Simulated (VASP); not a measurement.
```yaml
crystal:
  lattice:
    - [-0.01184, 5.74443, 5.77242]
    - [5.74443, -0.01184, 5.77242]
    - [2.86630, 2.86630, 0.00000]
  atoms:
    - { symbol: Zn, position: [0.00090, 0.00090, 0.99819] }
    - { symbol: S, position: [0.11128, 0.11128, 0.27744] }
    - { symbol: S, position: [0.11773, 0.64787, 0.23440] }
    - { symbol: S, position: [0.64787, 0.11773, 0.23440] }
    - { symbol: S, position: [0.62543, 0.62543, 0.24914] }
    - { symbol: Hg, position: [0.00457, 0.49516, 0.00027] }
    - { symbol: Hg, position: [0.49516, 0.00457, 0.00027] }
    - { symbol: Hg, position: [0.49705, 0.49705, 0.00589] }
```

These are PBEsol GGA, VASP's PBE PAW potentials (set 64) (plane waves; VASP) values and carry that method's errors. Run with 400 eV cut-off, 4×4×8 Γ-centred mesh, tetrahedra with Blöchl corrections, potentials Zn S Hg.

The cores are frozen, which limits the accuracy of field gradients.

Task: Give the principal components of the electric field gradient (V/Å²) and the asymmetry η at each nucleus.

Result: 
```csv
atom,Vxx,Vyy,Vzz,η
Zn1,8.1,0.9,-9.0,0.81
S2,7.1,3.5,-10.7,0.33
S3,1.2,0.8,-2.0,0.22
S4,1.2,0.8,-2.0,0.22
S5,3.5,1.0,-4.5,0.56
Hg6,31.9,10.3,-42.1,0.51
Hg7,31.9,10.3,-42.1,0.51
Hg8,-25.5,-13.3,38.8,0.31
```

The structure was generated: Hg3ZnS4 was put into an ordered model structure (Amm2), which need not be its known phase. It was relaxed first.
